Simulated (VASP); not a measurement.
Runs of VASP 6.6.1 on BN. Symmetry: P6_3/mmc, No. 194, hexagonal system. The conventional cell has a = 2.491 Å, b = 2.491 Å, c = 6.461 Å, α = 90.00°, β = 90.00°, γ = 120.00°. B (site symmetry -6m2) is surrounded by 3 N at 1.44 Å. Around N (site symmetry -6m2) lie 3 B at 1.44 Å. 

| task | cell | gap on the mesh (eV) | pressure (GPa) |
| --- | --- | --- | --- |
| relaxation of shape and atoms at fixed volume | relaxed at fixed volume from: a relaxed cell with its volume scaled by 1.03 | 4.12 | -0.8 |
| relaxation of shape and atoms at fixed volume | relaxed at fixed volume from: a relaxed cell with its volume scaled by 0.97 | 4.02 | 1.0 |
| relaxation of shape and atoms at fixed volume | relaxed at fixed volume from: a relaxed cell with its volume scaled by 0.94 | (b) | 2.5 |
| relaxation of shape and atoms at fixed volume | relaxed at fixed volume | 4.06 | 0.0 |
| relaxation of shape and atoms at fixed volume | relaxed at fixed volume from: a relaxed cell with its volume scaled by 1.09 | 4.22 | -1.7 |
| relaxation of shape and atoms at fixed volume | relaxed at fixed volume from: a relaxed cell with its volume scaled by 1.06 | (a) | -1.3 |
| relaxation of shape and atoms at fixed volume | relaxed at fixed volume from: a relaxed cell with its volume scaled by 0.91 | 3.98 | 4.4 |
| relaxation of cell and atoms | relaxed | 4.06 | 0.0 |

Alike in all rows: level LDA; potentials or basis VASP PAW LDA potentials, release 64 (B, N); no spin polarisation; k mesh 15 × 15 × 6; cutoff (eV) 520; smearing gaussian 0.02 eV.

Question: Fill in the values left out.

Answer: (a) 4.18; (b) 4.00.

Caveats: an odd mesh through Γ misses points on the zone boundary, where band edges often lie; the relaxation stopped at its first step, so nothing moved (some runs).
